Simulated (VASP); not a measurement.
Output of a VASP run:

**OUTCAR**
```
 ion  position               nearest neighbor table
   1  0.500  0.000  0.000-  32 2.87  46 2.87  54 2.87  62 2.87
   2  0.750  0.250  0.000-  32 2.87  33 2.87  44 2.87  55 2.87
   3  0.750  0.000  0.250-  32 2.87  34 2.87  38 2.87  49 2.87
   4  0.000  0.000  0.000-  35 2.87  38 2.87  44 2.87  63 2.87
   5  0.250  0.250  0.000-  35 2.87  36 2.87  54 2.87  60 2.87
   6  0.500  0.500  0.000-  36 2.87  37 2.87  55 2.87  61 2.87
   7  0.750  0.750  0.000-  37 2.87  38 2.87  56 2.87  62 2.87
   8  0.250  0.000  0.250-  35 2.87  39 2.87  46 2.87  57 2.87
   9  0.500  0.250  0.250-  32 2.87  36 2.87  39 2.87  40 2.92
  10  0.750  0.500  0.250-  40 2.86  37 2.87  33 2.87  41 2.87
  11  0.500  0.000  0.500-  39 2.87  42 2.87  49 2.87  59 2.87
  12  0.750  0.250  0.500-  34 2.87  42 2.87  43 2.87  40 2.87
  13  0.750  0.000  0.750-  42 2.87  44 2.87  53 2.87  62 2.87
  14  0.000  0.500  0.000-  33 2.87  45 2.87  56 2.87  60 2.87
  15  0.250  0.750  0.000-  45 2.87  46 2.87  61 2.87  63 2.87
  16  0.000  0.250  0.250-  33 2.87  34 2.87  35 2.87  47 2.87
  17  0.250  0.500  0.250-  36 2.87  45 2.87  47 2.87  48 2.89
  18  0.500  0.750  0.250-  48 2.85  46 2.87  37 2.87  49 2.87
  19  0.000  0.000  0.500-  34 2.87  50 2.87  53 2.87  57 2.87
  20  0.250  0.250  0.500-  39 2.87  47 2.87  50 2.87  51 2.91
  21  0.750  0.750  0.500-  41 2.87  49 2.87  53 2.87  52 2.92
  22  0.250  0.000  0.750-  50 2.87  54 2.87  59 2.87  63 2.87
  23  0.500  0.250  0.750-  42 2.87  54 2.87  55 2.87  51 2.88
  24  0.750  0.500  0.750-  52 2.85  43 2.87  55 2.87  56 2.87
  25  0.000  0.750  0.250-  38 2.87  41 2.87  45 2.87  57 2.87
  26  0.000  0.500  0.500-  41 2.87  43 2.87  47 2.87  58 2.87
  27  0.250  0.750  0.500-  48 2.86  57 2.87  58 2.87  59 2.87
  28  0.000  0.250  0.750-  43 2.87  44 2.87  50 2.87  60 2.87
  29  0.250  0.500  0.750-  51 2.84  58 2.87  60 2.87  61 2.87
  30  0.500  0.750  0.750-  59 2.87  61 2.87  62 2.87  52 2.87
  31  0.000  0.750  0.750-  53 2.87  56 2.87  58 2.87  63 2.87
  32  0.625  0.125  0.125-   1 2.87   2 2.87   3 2.87   9 2.87
  33  0.875  0.375  0.125-   2 2.87  10 2.87  14 2.87  16 2.87
  34  0.875  0.125  0.375-   3 2.87  12 2.87  16 2.87  19 2.87
  35  0.125  0.125  0.125-   4 2.87   5 2.87   8 2.87  16 2.87
  36  0.375  0.375  0.125-   5 2.87   6 2.87   9 2.87  17 2.87
  37  0.625  0.625  0.125-   6 2.87   7 2.87  10 2.87  18 2.87
  38  0.875  0.875  0.125-   3 2.87   4 2.87   7 2.87  25 2.87
  39  0.375  0.125  0.375-   8 2.87   9 2.87  11 2.87  20 2.87
  40  0.625  0.379  0.378-  64 2.83  10 2.86  12 2.87   9 2.92
  41  0.875  0.625  0.375-  10 2.87  21 2.87  25 2.87  26 2.87
  42  0.625  0.125  0.625-  11 2.87  12 2.87  13 2.87  23 2.87
  43  0.875  0.375  0.625-  12 2.87  24 2.87  26 2.87  28 2.87
  44  0.875  0.125  0.875-   2 2.87   4 2.87  13 2.87  28 2.87
  45  0.125  0.625  0.125-  14 2.87  15 2.87  17 2.87  25 2.87
  46  0.375  0.875  0.125-   1 2.87   8 2.87  15 2.87  18 2.87
  47  0.125  0.375  0.375-  16 2.87  17 2.87  20 2.87  26 2.87
  48  0.376  0.626  0.375-  18 2.85  27 2.86  17 2.89  64 2.91
  49  0.625  0.875  0.375-   3 2.87  11 2.87  18 2.87  21 2.87
  50  0.125  0.125  0.625-  19 2.87  20 2.87  22 2.87  28 2.87
  51  0.376  0.379  0.626-  64 2.80  29 2.84  23 2.88  20 2.91
  52  0.623  0.622  0.626-  64 2.84  24 2.85  30 2.87  21 2.92
  53  0.875  0.875  0.625-  13 2.87  19 2.87  21 2.87  31 2.87
  54  0.375  0.125  0.875-   1 2.87   5 2.87  22 2.87  23 2.87
  55  0.625  0.375  0.875-   2 2.87   6 2.87  23 2.87  24 2.87
  56  0.875  0.625  0.875-   7 2.87  14 2.87  24 2.87  31 2.87
  57  0.125  0.875  0.375-   8 2.87  19 2.87  25 2.87  27 2.87
  58  0.125  0.625  0.625-  26 2.87  27 2.87  29 2.87  31 2.87
  59  0.375  0.875  0.625-  11 2.87  22 2.87  27 2.87  30 2.87
  60  0.125  0.375  0.875-   5 2.87  14 2.87  28 2.87  29 2.87
  61  0.375  0.625  0.875-   6 2.87  15 2.87  29 2.87  30 2.87
  62  0.625  0.875  0.875-   1 2.87   7 2.87  13 2.87  30 2.87
  63  0.125  0.875  0.875-   4 2.87  15 2.87  22 2.87  31 2.87
  64  0.500  0.498  0.503-  51 2.80  40 2.83  52 2.84  48 2.91
 Subroutine IBZKPT returns following result:
 Found      1 irreducible k-points:

 Following reciprocal coordinates:
            Coordinates               Weight
  0.000000  0.000000  0.000000      1.000000
   k-points           NKPTS =      1   k-points in BZ     NKDIM =      1   number of bands    NBANDS=    339
   number of dos      NEDOS =    301   number of ions     NIONS =     64
   total plane-waves  NPLWV = 343000
   dimension x,y,z NGX =    70 NGY =   70 NGZ =   70
   dimension x,y,z NGXF=   140 NGYF=  140 NGZF=  140
   ions per type =              31  32   1
   PREC   = normal    normal or accurate (medium, high low for compatibility)
   ISTART =      0    job   : 0-new  1-cont  2-samecut
   ICHARG =      2    charge: 1-file 2-atom 10-const
...
```

OSZICAR:
```
...
RMM:   4    -0.155800544108E+03    0.65045E-04   -0.40652E-03   681   0.104E-01    0.124E-01
RMM:   5    -0.155800517694E+03    0.26414E-04   -0.13203E-03   680   0.547E-02    0.295E-02
RMM:   6    -0.155800529801E+03   -0.12107E-04   -0.19844E-04   632   0.200E-02    0.182E-02
RMM:   7    -0.155800535658E+03   -0.58569E-05   -0.55630E-05   537   0.108E-02
   5 F= -.15580054E+03 E0= -.15580054E+03  d E =-.832953E-01
       N       E                     dE             d eps       ncg     rms          rms(c)
DAV:   1    -0.155806441657E+03   -0.59119E-02   -0.41947E+00   700   0.313E+00    0.355E-01
RMM:   2    -0.155808797482E+03   -0.23558E-02   -0.28340E-02   678   0.285E-01    0.829E-02
RMM:   3    -0.155809126888E+03   -0.32941E-03   -0.39477E-03   678   0.109E-01    0.706E-02
RMM:   4    -0.155809123498E+03    0.33899E-05   -0.61620E-04   679   0.414E-02    0.486E-02
RMM:   5    -0.155809118355E+03    0.51434E-05   -0.17385E-04   647   0.210E-02    0.110E-02
RMM:   6    -0.155809120446E+03   -0.20911E-05   -0.32943E-05   459   0.788E-03
   6 F= -.15580912E+03 E0= -.15580912E+03  d E =-.858479E-02
       N       E                     dE             d eps       ncg     rms          rms(c)
DAV:   1    -0.155808544678E+03    0.57368E-03   -0.10521E+01   684   0.496E+00    0.556E-01
RMM:   2    -0.155814476829E+03   -0.59322E-02   -0.71185E-02   678   0.453E-01    0.129E-01
RMM:   3    -0.155815309045E+03   -0.83222E-03   -0.99131E-03   678   0.172E-01    0.113E-01
RMM:   4    -0.155815304676E+03    0.43693E-05   -0.15441E-03   682   0.657E-02    0.786E-02
RMM:   5    -0.155815291258E+03    0.13418E-04   -0.44931E-04   677   0.338E-02    0.173E-02
RMM:   6    -0.155815296787E+03   -0.55296E-05   -0.84855E-05   551   0.126E-02
   7 F= -.15581530E+03 E0= -.15581530E+03  d E =-.147611E-01
       N       E                     dE             d eps       ncg     rms          rms(c)
DAV:   1    -0.155815335700E+03   -0.44443E-04   -0.20727E-01   740   0.696E-01    0.750E-02
RMM:   2    -0.155815455972E+03   -0.12027E-03   -0.14204E-03   678   0.637E-02    0.179E-02
RMM:   3    -0.155815472827E+03   -0.16856E-04   -0.19679E-04   653   0.242E-02    0.182E-02
RMM:   4    -0.155815472624E+03    0.20344E-06   -0.30513E-05   448   0.923E-03
   8 F= -.15581547E+03 E0= -.15581547E+03  d E =-.149370E-01
       N       E                     dE             d eps       ncg     rms          rms(c)
DAV:   1    -0.155816633023E+03   -0.11602E-02   -0.15745E+00   684   0.196E+00    0.239E-01
RMM:   2    -0.155817616486E+03   -0.98346E-03   -0.11715E-02   678   0.185E-01    0.555E-02
RMM:   3    -0.155817760119E+03   -0.14363E-03   -0.16325E-03   678   0.709E-02    0.477E-02
RMM:   4    -0.155817763564E+03   -0.34456E-05   -0.24846E-04   676   0.271E-02    0.318E-02
RMM:   5    -0.155817764386E+03   -0.82152E-06   -0.72165E-05   584   0.139E-02
   9 F= -.15581776E+03 E0= -.15581776E+03  d E =-.229176E-02
       N       E                     dE             d eps       ncg     rms          rms(c)
DAV:   1    -0.155818000059E+03   -0.23650E-03   -0.25905E-01   724   0.793E-01    0.943E-02
RMM:   2    -0.155818166832E+03   -0.16677E-03   -0.19753E-03   678   0.755E-02    0.225E-02
RMM:   3    -0.155818191882E+03   -0.25050E-04   -0.27861E-04   676   0.292E-02    0.215E-02
RMM:   4    -0.155818192607E+03   -0.72459E-06   -0.42768E-05   509   0.112E-02
  10 F= -.15581819E+03 E0= -.15581819E+03  d E =-.271998E-02
```

OUTCAR:
```
------------------------ aborting loop because EDIFF is reached ----------------------------------------
  FORCE on cell =-STRESS in cart. coord.  units (eV):
  Direction    XX          YY          ZZ          XY          YZ          ZX
  --------------------------------------------------------------------------------------
  Total       -8.5645533     -8.5408945     -8.5591176      0.0246592      0.0411876      0.0275163
  in kB       -5.8990046     -5.8827092     -5.8952607      0.0169845      0.0283688      0.0189524
  external PRESSURE =      -5.8923248 kB  Pullay stress =       0.0000000 kB
  volume of cell :     2326.14
      direct lattice vectors                 reciprocal lattice vectors
    13.249887362  0.000000000  0.000000000     0.075472340  0.000000000  0.000000000
     0.000000000 13.249887362  0.000000000     0.000000000  0.075472340  0.000000000
     0.000000000  0.000000000 13.249887362     0.000000000  0.000000000  0.075472340
  FREE ENERGIE OF THE ION-ELECTRON SYSTEM (eV)
  ---------------------------------------------------
  free  energy   TOTEN  =      -155.8181926065 eV

  energy  without entropy=     -155.8181926065  energy(sigma->0) =     -155.81819261

 reached required accuracy - stopping structural energy minimisation
```
(Selected blocks of OUTCAR.)

### POSCAR
```
Cd31InTe32
1
   13.2498873623     0.0000000000     0.0000000000
    0.0000000000    13.2498873623    -0.0000000000
   -0.0000000000    -0.0000000000    13.2498873623
Cd Te In
31 32 1
Direct
  0.5000000000   0.0000000000   0.0000000000
  0.7500000000   0.2500000000   0.0000000000
  0.7500000000   0.0000000000   0.2500000000
  0.0000000000   0.0000000000   0.0000000000
  0.2500000000   0.2500000000   0.0000000000
  0.5000000000   0.5000000000   0.0000000000
  0.7500000000   0.7500000000   0.0000000000
  0.2500000000   0.0000000000   0.2500000000
  0.5000000000   0.2500000000   0.2500000000
  0.7500000000   0.5000000000   0.2500000000
  0.5000000000   0.0000000000   0.5000000000
  0.7500000000   0.2500000000   0.5000000000
  0.7500000000   0.0000000000   0.7500000000
  0.0000000000   0.5000000000   0.0000000000
  0.2500000000   0.7500000000   0.0000000000
  0.0000000000   0.2500000000   0.2500000000
  0.2500000000   0.5000000000   0.2500000000
  0.5000000000   0.7500000000   0.2500000000
  0.0000000000   0.0000000000   0.5000000000
  0.2500000000   0.2500000000   0.5000000000
  0.7500000000   0.7500000000   0.5000000000
  0.2500000000   0.0000000000   0.7500000000
  0.5000000000   0.2500000000   0.7500000000
  0.7500000000   0.5000000000   0.7500000000
  0.0000000000   0.7500000000   0.2500000000
  0.0000000000   0.5000000000   0.5000000000
  0.2500000000   0.7500000000   0.5000000000
  0.0000000000   0.2500000000   0.7500000000
  0.2500000000   0.5000000000   0.7500000000
  0.5000000000   0.7500000000   0.7500000000
  0.0000000000   0.7500000000   0.7500000000
  0.6250000000   0.1250000000   0.1250000000
  0.8750000000   0.3750000000   0.1250000000
  0.8750000000   0.1250000000   0.3750000000
  0.1250000000   0.1250000000   0.1250000000
  0.3750000000   0.3750000000   0.1250000000
  0.6250000000   0.6250000000   0.1250000000
  0.8750000000   0.8750000000   0.1250000000
  0.3750000000   0.1250000000   0.3750000000
  0.6253600000   0.3786060000   0.3780660000
  0.8750000000   0.6250000000   0.3750000000
  0.6250000000   0.1250000000   0.6250000000
  0.8750000000   0.3750000000   0.6250000000
  0.8750000000   0.1250000000   0.8750000000
  0.1250000000   0.6250000000   0.1250000000
  0.3750000000   0.8750000000   0.1250000000
  0.1250000000   0.3750000000   0.3750000000
  0.3758160000   0.6264730000   0.3753110000
  0.6250000000   0.8750000000   0.3750000000
  0.1250000000   0.1250000000   0.6250000000
  0.3759370000   0.3786140000   0.6262780000
  0.6231640000   0.6218400000   0.6263410000
  0.8750000000   0.8750000000   0.6250000000
  0.3750000000   0.1250000000   0.8750000000
  0.6250000000   0.3750000000   0.8750000000
  0.8750000000   0.6250000000   0.8750000000
  0.1250000000   0.8750000000   0.3750000000
  0.1250000000   0.6250000000   0.6250000000
  0.3750000000   0.8750000000   0.6250000000
  0.1250000000   0.3750000000   0.8750000000
  0.3750000000   0.6250000000   0.8750000000
  0.6250000000   0.8750000000   0.8750000000
  0.1250000000   0.8750000000   0.8750000000
  0.4995900000   0.4978740000   0.5029760000
```

Q: Write an INCAR and KPOINTS that could have produced this output.

A: Several could match; the one computed here: the input of the run itself, PBE GGA, plane waves, VASP's PBE PAW potentials (set 64).

### KPOINTS
```
Automatic mesh
0
Gamma
1 1 1
```

**INCAR**
```
! general
SYSTEM  = Cd31InTe32
PREC    = Normal
ENCUT   = 400
LREAL   = Auto   ! projection in real space or not
LASPH   = T
ISYM    = 0
NELECT  = 566.0

! electronic loop
EDIFF   = 1E-5   ! SCF stop (eV)
NELM    = 100
NELMIN  = 4
ALGO    = Fast   ! Davidson, then RMM-DIIS
LMAXMIX = 4   ! l cut-off of mixed one-centre charges

! smearing
ISMEAR  = 0   ! Gaussian
SIGMA   = 0.05

! functional
GGA     = PE   ! PBE

! ions
IBRION  = 2
NSW     = 60   ! most ionic steps
ISIF    = 2
EDIFFG  = -0.03

! output
LWAVE   = F
LCHARG  = F
```

POTCAR, in this order: Cd Te In (PBE.64 set). Program: vasp_gam.

The cell is charged, with a uniform compensating background. The supercell is sampled at Γ alone, which is coarse: total energies, pressure and levels can be off, energies of defects by several tenths of an eV.

The cell is a supercell with a defect, built from CdTe (zinc blende): In_Cd, charge +1. The run is not spin-polarised, so no state with unpaired spins was tried.
